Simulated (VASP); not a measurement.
Input for VASP

**POSCAR**
```
MgS
1
    0.0000000000     2.6520000000     2.6520000000
    2.6520000000     0.0000000000     2.6520000000
    2.6520000000     2.6520000000     0.0000000000
Mg S
1 1
Direct
  0.0000000000   0.0000000000   0.0000000000
  0.5000000000   0.5000000000   0.5000000000
```

KPOINTS:
```
Automatic mesh
0
Gamma
7 7 7
0 0 0
```

**INCAR**
```
SYSTEM = MgS
PREC = Accurate; ENCUT = 520; LREAL = .False.
LASPH = .True.
EDIFF = 1E-6; NELM = 100; ALGO = Normal
ISMEAR = 0; SIGMA = 0.05
GGA = PE
ISIF = 2
LWAVE = .False.; LCHARG = .False.
```

POTCAR, in this order: Mg S (PBE.64 set). Program: vasp_std.

Problem. Translate this PBE calculation to Quantum ESPRESSO's pw.x.

Solution. One equivalent input (not run):
```
&CONTROL
  calculation = 'scf'
  pseudo_dir = './pseudo'
  outdir = './out'
  tprnfor = .true.
  tstress = .true.
/
&SYSTEM
  ibrav = 0
  nat = 2
  ntyp = 2
  ecutwfc = 84
  occupations = 'smearing'
  smearing = 'gaussian'
  degauss = 0.003675
  input_dft = 'pbe'
/
&ELECTRONS
  conv_thr = 7.3e-08
  electron_maxstep = 100
/
ATOMIC_SPECIES
  Mg 24.305 Mg.upf
  S 32.060 S.upf
CELL_PARAMETERS angstrom
     0.0000000    2.6520000    2.6520000
     2.6520000    0.0000000    2.6520000
     2.6520000    2.6520000    0.0000000
ATOMIC_POSITIONS crystal
  Mg   0.0000000  0.0000000  0.0000000
  S    0.5000000  0.5000000  0.5000000
K_POINTS automatic
  7 7 7 0 0 0
```
What does not carry over: the potentials are each code's own (VASP's PAW set, PseudoDojo norm-conserving files in pw.x), so ENCUT and ecutwfc are chosen apart and not converted; conv_thr bounds pw.x's estimated SCF error, while EDIFF bounds the energy change between steps.

The compound is MgS in the rock salt structure. The cell was not relaxed at this level.
